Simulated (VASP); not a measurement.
```xyz
4
Lattice="4.0792 0.0000 0.0000 0.0000 4.0792 0.0000 0.0000 0.0000 4.0792" Properties=species:S:1:pos:R:3 pbc="T T T"
Sc     0.0000     0.0000     0.0000
Al     0.0000     2.0396     2.0396
Al     2.0396     0.0000     2.0396
Al     2.0396     2.0396     0.0000
```

These are r2SCAN+rVV10, VASP's PBE PAW potentials (set 64) (plane waves; VASP) values and carry that method's errors. Run with 520 eV cut-off, 8×8×8 Γ-centred mesh, first-order Methfessel-Paxton smearing of 0.10 eV, potentials Sc_sv Al.

**Question.** Predict the energy per atom (σ→0), band gap (on the k-mesh) with the smallest direct gap where there is one.

**Answer.** 
```json
{
 "band gap (on the k-mesh)": "none (metal, semimetal or under 0.01 eV)",
 "energy per atom (σ→0)": "-8.264 eV/atom"
}
```

The compound is Al3Sc in the L1_2 structure. It was relaxed first.
